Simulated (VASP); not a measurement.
All values below come from RPBE GGA, VASP's PBE PAW potentials (set 64) (plane waves; VASP).

A VASP calculation is set up with these files.

### INCAR
```
# general
SYSTEM = BN
PREC   = Accurate
ENCUT  = 520
LREAL  = F   # projection in real space or not
LASPH  = T   # aspherical one-centre terms
ICHARG = 11   # fixed density

# electronic loop
EDIFF  = 1E-7   # SCF stop (eV)
NELM   = 100   # most electronic steps
ALGO   = Normal

# smearing
ISMEAR = 0   # Gaussian
SIGMA  = 0.05

# functional
GGA    = RP   # RPBE

# output
LWAVE  = F
LCHARG = F
LORBIT = 11   # lm-projected
```

POSCAR:
```
BN
1.0
  1.2621493629  -2.1861072211   0.0000000000
  1.2621493629   2.1861072211   0.0000000000
  0.0000000000   0.0000000000   9.0304040946
B N
2 2
Cart
  1.2621493629   0.7287038644   2.2576010236
  1.2621493629  -0.7287038644   6.7728030709
  1.2621493629  -0.7287038644   2.2576010236
  1.2621493629   0.7287038644   6.7728030709
```

### KPOINTS
```
k-points along high-symmetry lines
10
Line-mode
Reciprocal
  0.000000   0.000000   0.000000 ! GAMMA
 -0.000000   0.500000   0.000000 ! M

 -0.000000   0.500000   0.000000 ! M
 -0.333333   0.666667   0.000000 ! K

 -0.333333   0.666667   0.000000 ! K
  0.000000   0.000000   0.000000 ! GAMMA

  0.000000   0.000000   0.000000 ! GAMMA
  0.000000   0.000000   0.500000 ! A

  0.000000   0.000000   0.500000 ! A
 -0.000000   0.500000   0.500000 ! L

 -0.000000   0.500000   0.500000 ! L
 -0.333333   0.666667   0.500000 ! H

 -0.333333   0.666667   0.500000 ! H
  0.000000   0.000000   0.500000 ! A

 -0.000000   0.500000   0.500000 ! L
 -0.000000   0.500000   0.000000 ! M

 -0.333333   0.666667   0.500000 ! H
 -0.333333   0.666667   0.000000 ! K
```

POTCAR, in this order: B N (PBE.64 set). Program: vasp_std. Read from the step before: CHGCAR.

The run wrote:

File OSZICAR:
```
       N       E                     dE             d eps       ncg     rms          rms(c)
DAV:   1     0.740775352763E+02    0.74078E+02   -0.76905E+03  2160   0.117E+03
DAV:   2    -0.259306703375E+02   -0.10001E+03   -0.88245E+02  3152   0.238E+02
DAV:   3    -0.317108727053E+02   -0.57802E+01   -0.57289E+01  2700   0.628E+01
DAV:   4    -0.317960895414E+02   -0.85217E-01   -0.85167E-01  2736   0.813E+00
DAV:   5    -0.317978105157E+02   -0.17210E-02   -0.17206E-02  2772   0.107E+00
DAV:   6    -0.317978680700E+02   -0.57554E-04   -0.57551E-04  2760   0.172E-01
DAV:   7    -0.317978701526E+02   -0.20826E-05   -0.20826E-05  2760   0.290E-02
DAV:   8    -0.317978702485E+02   -0.95871E-07   -0.95876E-07  2448   0.528E-03
   1 F= -.31797870E+02 E0= -.31797870E+02  d E =-.263366E-13
```

File OUTCAR:
```
 val. band max:        0.1800458346   @ k =  -0.3333   0.6667   0.5000

 cond. band min:       4.6271322976   @ k =   0.0000   0.0000   0.0000



 k-point     1 :       0.0000    0.0000    0.0000
  band No.  band energies     occupation
      1     -17.4228      2.00000
      2     -17.4054      2.00000
      3      -5.0867      2.00000
      4      -4.7361      2.00000
      5      -1.1642      2.00000
      6      -1.1641      2.00000
      7      -1.1632      2.00000
      8      -1.1631      2.00000
      9       4.6271      0.00000
     10       7.4337      0.00000
     11       9.3478      0.00000
     12      11.6227      0.00000

 k-point     2 :       0.0000    0.0556    0.0000
  band No.  band energies     occupation
      1     -17.3642      2.00000
      2     -17.3470      2.00000
      3      -5.0077      2.00000
      4      -4.6591      2.00000
      5      -1.4199      2.00000
      6      -1.4188      2.00000
      7      -1.2798      2.00000
      8      -1.2788      2.00000
      9       4.7338      0.00000
     10       7.4950      0.00000
     11       9.4670      0.00000
     12      11.6095      0.00000

 k-point     3 :       0.0000    0.1111    0.0000
  band No.  band energies     occupation
      1     -17.1899      2.00000
      2     -17.1731      2.00000
      3      -4.7718      2.00000
      4      -4.4296      2.00000
      5      -2.1233      2.00000
      6      -2.1192      2.00000
      7      -1.5942      2.00000
      8      -1.5929      2.00000
      9       5.0391      0.00000
     10       7.6669      0.00000
     11       9.7511      0.00000
     12      11.5072      0.00000

 k-point     4 :       0.0000    0.1667    0.0000
  band No.  band energies     occupation
      1     -16.9042      2.00000
      2     -16.8883      2.00000
      3      -4.3841      2.00000
      4      -4.0529      2.00000
      5      -3.1291      2.00000
      6      -3.1241      2.00000
      7      -2.0311      2.00000
...
```

The density is held fixed in this step, so its total energy and stress have no physical meaning. Without a dispersion term in the relaxation, distances and binding between the weakly bound layers, chains or molecules are unreliable, and so is what depends on them.

The compound is BN in the hex structure. It was relaxed first, which changed the volume by +38 %.
